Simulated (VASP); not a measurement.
Shape and ions are relaxed at each volume.

Given:

```xyz
2
Lattice="1.7914 -3.1028 0.0000 1.7914 3.1028 0.0000 0.0000 0.0000 5.6467" Properties=species:S:1:pos:R:3 pbc="T T T"
Gd     1.7914     1.0343     1.4117
Gd     1.7914    -1.0343     4.2350
```

All values below come from rev-vdW-DF2, VASP's PBE PAW potentials (set 64) (plane waves; VASP). Numerical set-up: 520 eV cut-off, 12×12×7 Γ-centred mesh, first-order Methfessel-Paxton smearing of 0.10 eV, potentials Gd_3.

The 4f electrons are frozen in the core of the lanthanide potential, so 4f levels, which can set the real gap, and their magnetism are missing.

Question: Give the energy at these volumes per atom, relative to the lowest: 29.66, 30.61, 31.55, 32.50, 33.45 Å³.

Answer: 12.9, 2.4, 0.0, 4.6, 15.2 meV/atom. A third-order Birch-Murnaghan fit gives B0 = 40.0 GPa and B0′ = 3.8.

Measured: bulk modulus 37.9 GPa (computed value off by +5.5 %), as given by Wikipedia, Gadolinium (infobox). The calculation is for a static lattice, while the measured bulk modulus holds thermal and zero-point effects, which are part of the difference.

The compound is Gd in the hcp structure. It was relaxed first.
